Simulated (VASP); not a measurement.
Here is the system:

```
CELL_PARAMETERS angstrom
      2.23401    -3.83436     0.00000
      2.23401     3.83436     0.00000
      0.00000     0.00000     4.57724
ATOMIC_POSITIONS crystal
  Ga 0.15563 0.84437 0.91747
  Ga 0.34437 0.65563 0.41747
  Ga 0.65563 0.34437 0.58253
  Ga 0.84437 0.15563 0.08253
```

Level of theory: optB86b-vdW, VASP's PBE PAW potentials (set 64) (plane waves; VASP). Settings: 520 eV cut-off, 9×9×8 Γ-centred mesh, tetrahedra with Blöchl corrections, potentials Ga_d.

The cores are frozen, which limits the accuracy of field gradients.

Problem. Give the principal components of the electric field gradient (V/Å²) and the asymmetry η at each nucleus.

Solution. 
```csv
atom,Vxx,Vyy,Vzz,η
Ga1,19.4,19.3,-38.7,0.00
Ga2,19.4,19.3,-38.7,0.00
Ga3,19.4,19.3,-38.7,0.00
Ga4,19.4,19.3,-38.7,0.00
```

The compound is Ga in the alpha structure. It was relaxed first.
